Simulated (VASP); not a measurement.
Output of a VASP run:

File OSZICAR:
```
...
       N       E                     dE             d eps       ncg     rms          rms(c)
DAV:   1    -0.395388913981E+02   -0.92559E-05   -0.19583E-04   917   0.116E-01    0.947E-03
DAV:   2    -0.395388902615E+02    0.11366E-05   -0.15331E-05   632   0.479E-02    0.397E-03
DAV:   3    -0.395388932078E+02   -0.29463E-05   -0.37815E-05   721   0.537E-02    0.405E-03
DAV:   4    -0.395388927818E+02    0.42598E-06   -0.81949E-07   499   0.984E-03
   6 F= -.39538893E+02 E0= -.39538336E+02  d E =-.450869E-03
       N       E                     dE             d eps       ncg     rms          rms(c)
DAV:   1    -0.395390761255E+02   -0.18292E-03   -0.78809E-03   915   0.720E-01    0.712E-02
DAV:   2    -0.395388620437E+02    0.21408E-03   -0.43035E-04   638   0.211E-01    0.333E-02
DAV:   3    -0.395390867531E+02   -0.22471E-03   -0.23480E-03   630   0.621E-01    0.209E-02
DAV:   4    -0.395389942300E+02    0.92523E-04   -0.18964E-04   632   0.188E-01    0.210E-02
DAV:   5    -0.395390541119E+02   -0.59882E-04   -0.28886E-05   630   0.715E-02    0.205E-02
DAV:   6    -0.395391008199E+02   -0.46708E-04   -0.93281E-06   677   0.397E-02    0.240E-02
DAV:   7    -0.395389802566E+02    0.12056E-03   -0.18973E-04   631   0.199E-01    0.728E-03
DAV:   8    -0.395389862032E+02   -0.59466E-05   -0.14273E-06   721   0.149E-02    0.796E-03
DAV:   9    -0.395389842696E+02    0.19336E-05   -0.26536E-07   349   0.752E-03    0.809E-03
DAV:  10    -0.395389550898E+02    0.29180E-04   -0.19880E-04   630   0.207E-01    0.347E-03
DAV:  11    -0.395389475039E+02    0.75859E-05   -0.58953E-05   630   0.109E-01    0.345E-03
DAV:  12    -0.395389464235E+02    0.10804E-05   -0.23536E-06   797   0.190E-02    0.260E-03
DAV:  13    -0.395389467939E+02   -0.37043E-06   -0.19828E-06   631   0.220E-02
   7 F= -.39538947E+02 E0= -.39538388E+02  d E =-.540122E-04
       N       E                     dE             d eps       ncg     rms          rms(c)
DAV:   1    -0.395404956508E+02   -0.15492E-02   -0.71537E-02   915   0.217E+00    0.222E-01
DAV:   2    -0.395383532089E+02    0.21424E-02   -0.37632E-03   646   0.621E-01    0.106E-01
DAV:   3    -0.395403313946E+02   -0.19782E-02   -0.22958E-02   630   0.200E+00    0.619E-02
DAV:   4    -0.395394903324E+02    0.84106E-03   -0.18044E-03   632   0.609E-01    0.619E-02
DAV:   5    -0.395399520042E+02   -0.46167E-03   -0.18227E-04   632   0.178E-01    0.610E-02
DAV:   6    -0.395402176035E+02   -0.26560E-03   -0.34123E-05   700   0.728E-02    0.700E-02
DAV:   7    -0.395393986499E+02    0.81895E-03   -0.12501E-03   630   0.531E-01    0.219E-02
DAV:   8    -0.395393825454E+02    0.16105E-04   -0.51115E-06   848   0.227E-02    0.205E-02
DAV:   9    -0.395393692404E+02    0.13305E-04   -0.10929E-05   635   0.489E-02    0.288E-02
DAV:  10    -0.395393580205E+02    0.11220E-04   -0.15438E-04   630   0.196E-01    0.358E-02
DAV:  11    -0.395391592824E+02    0.19874E-03   -0.11077E-03   630   0.490E-01    0.324E-02
DAV:  12    -0.395390663762E+02    0.92906E-04   -0.19466E-04   630   0.211E-01    0.291E-02
DAV:  13    -0.395390707666E+02   -0.43903E-05   -0.38846E-05   674   0.942E-02    0.168E-02
DAV:  14    -0.395390515529E+02    0.19214E-04   -0.15284E-04   630   0.175E-01    0.351E-03
DAV:  15    -0.395390425344E+02    0.90185E-05   -0.92050E-05   630   0.160E-01    0.944E-04
DAV:  16    -0.395390378913E+02    0.46431E-05   -0.15832E-05   630   0.647E-02    0.721E-04
DAV:  17    -0.395390380944E+02   -0.20302E-06   -0.35249E-06   636   0.281E-02
   8 F= -.39539038E+02 E0= -.39538480E+02  d E =-.145313E-03
```

**OUTCAR**
```
------------------------ aborting loop because EDIFF is reached ----------------------------------------
  FORCE on cell =-STRESS in cart. coord.  units (eV):
  Direction    XX          YY          ZZ          XY          YZ          ZX
  --------------------------------------------------------------------------------------
  Total        0.0068603      0.0068603      0.0068603      0.0000000      0.0000000      0.0000000
  in kB        0.1708231      0.1708231      0.1708231      0.0000000      0.0000000      0.0000000
  external PRESSURE =       0.1708231 kB  Pullay stress =       0.0000000 kB
  volume of cell :       64.34
      direct lattice vectors                 reciprocal lattice vectors
    -2.524352989  2.524352989  2.524352989     0.000000000  0.198070556  0.198070556
     2.524352989 -2.524352989  2.524352989     0.198070556  0.000000000  0.198070556
     2.524352989  2.524352989 -2.524352989     0.198070556  0.198070556  0.000000000
 POSITION                                       TOTAL-FORCE (eV/Angst)
 -----------------------------------------------------------------------------------
      2.52435      2.52435     -2.52435         0.000000      0.000000     -0.000000
 -----------------------------------------------------------------------------------
    total drift:                                0.000000      0.000000     -0.000000
  FREE ENERGIE OF THE ION-ELECTRON SYSTEM (eV)
  ---------------------------------------------------
  free  energy   TOTEN  =       -39.5390380944 eV

  energy  without entropy=      -39.5373645764  energy(sigma->0) =      -39.53848026

 reached required accuracy - stopping structural energy minimisation
```
(Selected blocks of OUTCAR.)

POSCAR:
```
Ba
1
   -2.5100000000     2.5100000000     2.5100000000
    2.5100000000    -2.5100000000     2.5100000000
    2.5100000000     2.5100000000    -2.5100000000
Ba
1
Direct
  0.0000000000   0.0000000000   0.0000000000
```

### Question
Write an INCAR and KPOINTS that could have produced this output.

### Answer
One answer among several that fit: the input of the run itself, SCAN meta-GGA, plane waves, VASP's PBE PAW potentials (set 64).

File KPOINTS:
```
Automatic
0
G
9 9 9
```

**INCAR**
```
# general
SYSTEM   =  Ba
PREC     =  Accurate
ENCUT    =  520
LREAL    =  F
LASPH    =  T

# electronic loop
EDIFF    =  1E-6
NELM     =  100
ALGO     =  Normal
LMAXMIX  =  4
LMIXTAU  =  T

# smearing
ISMEAR   =  1
SIGMA    =  0.1

# functional
METAGGA  =  SCAN

# ions
IBRION   =  2
NSW      =  60
ISIF     =  3
EDIFFG   =  -0.01

# output
LWAVE    =  F
LCHARG   =  F
```

POTCAR, in this order: Ba_sv (PBE.64 set). Program: vasp_std.

The compound is Ba in the bcc structure. This run relaxes it. Symmetry was kept, so distortions that lower it aren't found.
